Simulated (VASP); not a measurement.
Output of a VASP run:

**OSZICAR**
```
       N       E                     dE             d eps       ncg     rms          rms(c)
DAV:   1     0.659082384705E+01    0.65908E+01   -0.33766E+03   560   0.782E+02
DAV:   2    -0.114604663559E+02   -0.18051E+02   -0.17914E+02   856   0.828E+01
DAV:   3    -0.117124923832E+02   -0.25203E+00   -0.25203E+00   696   0.123E+01
DAV:   4    -0.117135575930E+02   -0.10652E-02   -0.10652E-02   880   0.911E-01
DAV:   5    -0.117135585321E+02   -0.93905E-06   -0.93905E-06   728   0.240E-02    0.495E+00
DAV:   6    -0.115606860491E+02    0.15287E+00   -0.96847E-02   680   0.158E+00    0.297E+00
DAV:   7    -0.114910568606E+02    0.69629E-01   -0.16957E-01   688   0.218E+00    0.188E-01
DAV:   8    -0.114915068148E+02   -0.44995E-03   -0.43347E-03   632   0.504E-01    0.715E-02
DAV:   9    -0.114915605038E+02   -0.53689E-04   -0.86327E-05   888   0.775E-02    0.519E-02
DAV:  10    -0.114915713236E+02   -0.10820E-04   -0.11596E-05   656   0.250E-02    0.110E-02
DAV:  11    -0.114915710347E+02    0.28890E-06   -0.20938E-07   896   0.322E-03    0.175E-03
DAV:  12    -0.114915710401E+02   -0.53581E-08   -0.12639E-07   632   0.288E-03
   1 F= -.11491571E+02 E0= -.11491571E+02  d E =0.000000E+00
```

### OUTCAR
```
------------------------ aborting loop because EDIFF is reached ----------------------------------------
  FORCE on cell =-STRESS in cart. coord.  units (eV):
  Direction    XX          YY          ZZ          XY          YZ          ZX
  --------------------------------------------------------------------------------------
  Total       -0.0002545     -0.0002545     -0.0002545      0.0000000      0.0000000     -0.0000000
  in kB       -0.0101559     -0.0101559     -0.0101559      0.0000000      0.0000000     -0.0000000
  external PRESSURE =      -0.0101559 kB  Pullay stress =       0.0000000 kB
  volume of cell :       40.15
      direct lattice vectors                 reciprocal lattice vectors
     0.000000000  2.717874044  2.717874044    -0.183967319  0.183967319  0.183967319
     2.717874044  0.000000000  2.717874044     0.183967319 -0.183967319  0.183967319
     2.717874044  2.717874044  0.000000000     0.183967319  0.183967319 -0.183967319
 POSITION                                       TOTAL-FORCE (eV/Angst)
 -----------------------------------------------------------------------------------
      0.00000      0.00000      0.00000         0.000000     -0.000000      0.000000
      1.35894      1.35894      1.35894        -0.000000      0.000000     -0.000000
 -----------------------------------------------------------------------------------
    total drift:                               -0.000000     -0.000000     -0.000000
  FREE ENERGIE OF THE ION-ELECTRON SYSTEM (eV)
  ---------------------------------------------------
  free  energy   TOTEN  =       -11.4915710401 eV

  energy  without entropy=      -11.4915710401  energy(sigma->0) =      -11.49157104

 total charge

# of ion       s       p       d       tot
------------------------------------------
    1        0.752   0.937   0.000   1.689
    2        0.752   0.937   0.000   1.689
--------------------------------------------------
tot          1.504   1.874   0.000   3.378
```
(Selected blocks of OUTCAR.)

### POSCAR
```
Si
1
    0.0000000000     2.7178740442     2.7178740442
    2.7178740442     0.0000000000     2.7178740442
    2.7178740442     2.7178740442     0.0000000000
Si
2
Direct
  0.0000000000   0.0000000000   0.0000000000
  0.2500000000   0.2500000000   0.2500000000
```

Problem. Write an INCAR and KPOINTS that could have produced this output.

Solution. This is not unique; one that fits is the input of the run itself, PBEsol GGA, plane waves, VASP's PBE PAW potentials (set 64).

**KPOINTS**
```
Automatic mesh
0
Gamma
9 9 9
0 0 0
```

**INCAR**
```
SYSTEM = Si
PREC = Accurate; ENCUT = 520; LREAL = .FALSE.
LASPH = .TRUE.
EDIFF = 1E-7; NELM = 100; ALGO = Normal
ISMEAR = -5
GGA = PS
ISIF = 2
LWAVE = .FALSE.; LCHARG = .TRUE.; LORBIT = 11
NEDOS = 601
```

POTCAR, in this order: Si (PBE.64 set). Program: vasp_std.

The compound is Si in the diamond structure. It was relaxed first.
